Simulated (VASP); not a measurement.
Consider the following.

```yaml
crystal:
  lattice:
    - [0.00000, 3.23425, 3.23425]
    - [3.23425, 0.00000, 3.23425]
    - [3.23425, 3.23425, 0.00000]
  atoms:
    - { symbol: Sn, position: [0.00000, 0.00000, 0.00000] }
    - { symbol: Te, position: [0.50000, 0.50000, 0.50000] }
```

The numbers are results of PBE GGA, VASP's PBE PAW potentials (set 64) (plane waves; VASP 6.6.1), not measurements. Run with 480 eV cut-off, 8×8×8 Γ-centred mesh, Gaussian smearing of 0.050 eV, potentials Sn_d Te.

Question: What does the run give for the energy per atom (σ→0), pressure?

Answer: 
The energy per atom (σ→0) is -3.779 eV/atom and the pressure is -1.02 GPa.

The compound is SnTe in the rock salt structure, which distorts at low temperature. This cell was strained or had an atom moved on purpose.
